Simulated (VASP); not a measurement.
Consider the following.

```
CELL_PARAMETERS angstrom
      1.58304    -2.74191     0.00000
      1.58304     2.74191     0.00000
      0.00000     0.00000     3.55639
ATOMIC_POSITIONS crystal
  Zr 0.00000 0.00000 0.00000
  B  0.33333 0.66667 0.50000
  B  0.66667 0.33333 0.50703
```

Computed with r2SCAN meta-GGA, VASP's PBE PAW potentials (set 64) (plane waves; VASP). Numerical set-up: 600 eV cut-off, 10×10×8 Γ-centred mesh, first-order Methfessel-Paxton smearing of 0.10 eV, potentials Zr_sv B.

Problem. Predict the energy per atom (σ→0), largest force, band gap (on the k-mesh) with the smallest direct gap where there is one.

Solution. 
| Property | Value |
|---|---|
| band gap (on the k-mesh) | none (metal, semimetal or under 0.01 eV) |
| energy per atom (σ→0) | -13.544 eV/atom |
| largest force | 0.00462 Ha/bohr |

Only differences to runs with the same potentials and settings are physical.

The compound is ZrB2 in the AlB2 type structure. This cell was strained or had an atom moved on purpose.
